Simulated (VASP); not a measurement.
Data:

```
CELL_PARAMETERS angstrom
      0.00000     2.75546     2.75546
      2.75546     0.00000     2.75546
      2.75546     2.75546     0.00000
ATOMIC_POSITIONS crystal
  Ag 0.00000 0.00000 0.00000
  Cl 0.50000 0.50000 0.50000
```

Computed with PBE GGA with D4 dispersion, VASP's PBE PAW potentials (set 64) (plane waves; VASP). Run with 520 eV cut-off, Gaussian smearing of 0.050 eV, potentials Ag Cl.

Task: What does the run give for the band gap (along the path) with the smallest direct gap where there is one?

Result: 
```yaml
band gap (along the path): 0.91 eV
smallest direct gap (along the path): 3.05 eV
```

Only differences to runs with the same potentials and settings are physical.

The compound is AgCl in the rock salt structure. It was relaxed first.
